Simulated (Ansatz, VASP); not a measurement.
# SnMo: VASP beside Ansatz

```
Sn Mo
1.0
     3.32576    0.00000    0.00000
     0.00000    3.32576    0.00000
     0.00000    0.00000    3.32576
Sn Mo
1 1
Direct
  0.50000 0.50000 0.50000
  0.00000 0.00000 0.00000
```

Alike in both runs: functional PBE; k mesh 16 × 16 × 16; occupations gaussian, width 0.1 eV; collinear spin.

Ansatz relaxed the structure, and its values are those at the end. VASP's run is a single point on that final structure, the one shown.

|  | VASP | Ansatz |
| --- | --- | --- |
| version | VASP 6.6.1 | Ansatz 0.2.0 |
| potentials or method | VASP PAW PBE potentials, release 64 (Sn_d, Mo_sv) | scalar-relativistic, plane waves, PAW |
| plane-wave cutoff (eV) | 520 | 420 |
| valence electrons in the cell | 28 | 28 |

Ansatz gave:

| Quantity | Value |
| --- | --- |
| gap on the k mesh at the Fermi level (eV) | none |
| pressure (GPa) | 0.0 |
| net moment per atom (μB) | 0.16 |
| size of the moment on the site where the two differ most (μB) | 0.27 |

**Question.** Estimate VASP's values.

**Answer.** gap on the k mesh at the Fermi level (eV): none; pressure (GPa): 0.1; net moment per atom (μB): 0.16; size of the moment on the site where the two differ most (μB): 0.28.

Site moments also hang on the region over which each program counts them. A gap of «none» marks a metal or a gap that the smearing closes.
